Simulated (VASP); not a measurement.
Consider the following.

```yaml
crystal:
  lattice:
    - [3.54427, 0.00000, 0.00000]
    - [0.00000, 3.54427, 0.00000]
    - [0.00000, 0.00000, 3.54427]
  atoms:
    - { symbol: Al, position: [0.00000, 0.00000, 0.00000] }
    - { symbol: Ni, position: [0.00000, 0.50000, 0.50000], spin: 0.2 }
    - { symbol: Ni, position: [0.50000, 0.00000, 0.50000], spin: 0.2 }
    - { symbol: Ni, position: [0.50000, 0.50000, 0.00000], spin: 0.2 }
```

Computed with rev-vdW-DF2, VASP's PBE PAW potentials (set 64) (plane waves; VASP). Run with 520 eV cut-off, 10×10×10 Γ-centred mesh, tetrahedra with Blöchl corrections, potentials Al Ni.

### Question
What does the run give for the cell moment, energy per atom (σ→0), band gap (on the k-mesh) with the smallest direct gap where there is one?

### Answer

```
Property                                                    Result
------------------------  ----------------------------------------
band gap (on the k-mesh)  none (metal, semimetal or under 0.01 eV)
cell moment                                                0.00 μB
energy per atom (σ→0)                               -3464 meV/atom
```

Only differences to runs with the same potentials and settings are physical.

The compound is Ni3Al in the L1_2 structure. It was relaxed first.
